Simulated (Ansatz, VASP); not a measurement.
**One calculation of Be2ZnTe2Se, two programs**

```xyz
6
Lattice="3.0362 -6.5321 0.0000 3.0362 6.5321 0.0000 0.0000 0.0000 3.4025" Properties=species:S:1:pos:R:3 pbc="T T T"
Be    3.0362   -1.5705    0.0000
Be    3.0362    1.5705    0.0000
Zn    0.0000    0.0000    0.0000
Te    1.5181   -3.2660    1.7012
Te    1.5181    3.2660    1.7012
Se    3.0362    0.0000    1.7012
```

Change from the starting cell: species swapped into the CeAlCu2Ni2 type (Cmmm, No. 65).

Alike in both runs: functional PBE; k mesh 4 × 4 × 6; occupations gaussian, width 0.1 eV; no spin polarisation.

Ansatz relaxed the structure, and its values are those at the end. VASP's run is a single point on that final structure, the one shown.

```csv
,VASP,Ansatz
version,VASP 6.6.1,Ansatz 0.2.0
potentials or method,"VASP PAW PBE potentials, release 64 (Be, Zn, Te, Se)","scalar-relativistic, plane waves, PAW"
plane-wave cutoff (eV),520,420
valence electrons in the cell,34,64
```

```tsv
	VASP	Ansatz	Ansatz less VASP
gap on the k mesh at the Fermi level (eV)	none	none	-
pressure (GPa)	0.0	-0.1	-0.04
rms of the force components (eV/Å)	0.008	0.005	-0.0029
```

A gap of «none» marks a metal or a gap that the smearing closes. The two sets of potentials don't hold the same shells in valence.

Spin-orbit coupling is left out, which matters for the levels of Te.
